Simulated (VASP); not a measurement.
These are MS2 meta-GGA, VASP's PBE PAW potentials (set 64) (plane waves; VASP) values and carry that method's errors.

VASP input:

INCAR:
```
ALGO = Normal
EDIFF = 1E-7
ENCUT = 520
ISIF = 2
ISMEAR = -5
LASPH = .True.
LCHARG = .False.
LMAXMIX = 4
LMIXTAU = .True.
LORBIT = 11
LREAL = .False.
LWAVE = .False.
METAGGA = MS2
NEDOS = 601
NELM = 100
PREC = Accurate
SYSTEM = GaN
```

POSCAR:
```
GaN
1
    0.0000000000     2.2360309180     2.2360309180
    2.2360309180     0.0000000000     2.2360309180
    2.2360309180     2.2360309180     0.0000000000
Ga N
1 1
Direct
  0.0000000000   0.0000000000   0.0000000000
  0.2500000000   0.2500000000   0.2500000000
```

**KPOINTS_OPT**
```
k-points along high-symmetry lines
10
Line-mode
Reciprocal
  0.000000   0.000000   0.000000 ! GAMMA
 -0.500000  -0.500000   0.000000 ! X

 -0.500000  -0.500000   0.000000 ! X
 -0.375000  -0.375000   0.250000 ! U

 -0.375000   0.000000   0.375000 ! K
  0.000000   0.000000   0.000000 ! GAMMA

  0.000000   0.000000   0.000000 ! GAMMA
  0.000000   0.000000   0.500000 ! L

  0.000000   0.000000   0.500000 ! L
 -0.500000  -0.250000   0.250000 ! W

 -0.500000  -0.250000   0.250000 ! W
 -0.500000  -0.500000   0.000000 ! X
```

KPOINTS:
```
Automatic mesh
0
Gamma
11 11 11
0 0 0
```

POTCAR, in this order: Ga_d N (PBE.64 set). Program: vasp_std.

The resulting files:

**OSZICAR**
```
       N       E                     dE             d eps       ncg     rms          rms(c)
DAV:   1     0.602717612943E+02    0.60272E+02   -0.90179E+03  1557   0.229E+03
DAV:   2    -0.258824362772E+02   -0.86154E+02   -0.82164E+02  1669   0.321E+02
DAV:   3    -0.315546174308E+02   -0.56722E+01   -0.56393E+01  1631   0.780E+01
DAV:   4    -0.316392348298E+02   -0.84617E-01   -0.84567E-01  1766   0.102E+01
DAV:   5    -0.316403264846E+02   -0.10917E-02   -0.10916E-02  1624   0.106E+00    0.741E+00
DAV:   6    -0.144081260951E+02    0.17232E+02   -0.12027E+01  2124   0.120E+02    0.275E+00
DAV:   7    -0.156332297022E+02   -0.12251E+01   -0.17619E+00  1808   0.372E+01    0.205E+00
DAV:   8    -0.154868649766E+02    0.14636E+00   -0.78928E-01  1456   0.108E+01    0.836E-01
DAV:   9    -0.157410239110E+02   -0.25416E+00   -0.28879E-01  1456   0.667E+00    0.466E-01
DAV:  10    -0.156894225158E+02    0.51601E-01   -0.11679E-01  1456   0.570E+00    0.306E-01
DAV:  11    -0.157551943714E+02   -0.65772E-01   -0.77666E-02  1456   0.349E+00    0.131E-01
DAV:  12    -0.157569300344E+02   -0.17357E-02   -0.26917E-03  1551   0.687E-01    0.726E-02
DAV:  13    -0.157574157951E+02   -0.48576E-03   -0.40560E-04  1772   0.454E-01    0.207E-02
DAV:  14    -0.157570081599E+02    0.40764E-03   -0.55793E-05  1506   0.111E-01    0.107E-02
DAV:  15    -0.157571365363E+02   -0.12838E-03   -0.77936E-06  1733   0.647E-02    0.470E-03
DAV:  16    -0.157570879437E+02    0.48593E-04   -0.64040E-06  1900   0.505E-02    0.308E-03
DAV:  17    -0.157571192688E+02   -0.31325E-04   -0.16700E-06  1491   0.181E-02    0.274E-03
DAV:  18    -0.157571170085E+02    0.22604E-05   -0.52018E-08   968   0.379E-03    0.219E-03
DAV:  19    -0.157571214592E+02   -0.44508E-05   -0.14716E-07  1105   0.105E-02    0.204E-04
DAV:  20    -0.157571149376E+02    0.65216E-05   -0.58714E-08   888   0.417E-03    0.809E-05
DAV:  21    -0.157571157219E+02   -0.78430E-06   -0.13853E-08   753   0.178E-03    0.102E-04
DAV:  22    -0.157571152741E+02    0.44784E-06   -0.27665E-09   748   0.806E-04    0.613E-05
DAV:  23    -0.157571152391E+02    0.34963E-07   -0.13890E-09   748   0.665E-04
   1 F= -.15757115E+02 E0= -.15757115E+02  d E =0.000000E+00
       N       E                     dE             ncg
       N       E                     dE             ncg
```

**OUTCAR**
```
------------------------ aborting loop because EDIFF is reached ----------------------------------------
  FORCE on cell =-STRESS in cart. coord.  units (eV):
  Direction    XX          YY          ZZ          XY          YZ          ZX
  --------------------------------------------------------------------------------------
  Total       -0.0177628     -0.0177628     -0.0177628      0.0000000     -0.0000000      0.0000000
  in kB       -1.2727920     -1.2727920     -1.2727920      0.0000000     -0.0000000      0.0000000
  external PRESSURE =      -1.2727920 kB  Pullay stress =       0.0000000 kB
  volume of cell :       22.36
      direct lattice vectors                 reciprocal lattice vectors
     0.000000000  2.236030918  2.236030918    -0.223610504  0.223610504  0.223610504
     2.236030918  0.000000000  2.236030918     0.223610504 -0.223610504  0.223610504
     2.236030918  2.236030918  0.000000000     0.223610504  0.223610504 -0.223610504
  FREE ENERGIE OF THE ION-ELECTRON SYSTEM (eV)
  ---------------------------------------------------
  free  energy   TOTEN  =       -15.7571152391 eV

  energy  without entropy=      -15.7571152391  energy(sigma->0) =      -15.75711524

 total charge

# of ion       s       p       d       tot
------------------------------------------
    1        0.783   0.930  10.208  11.922
    2        1.241   2.553   0.000   3.794
--------------------------------------------------
tot          2.024   3.483  10.208  15.715
```
(Selected blocks of OUTCAR.)

The compound is GaN in the zinc blende structure, a metastable form; wurtzite is the usual one. It was relaxed first.
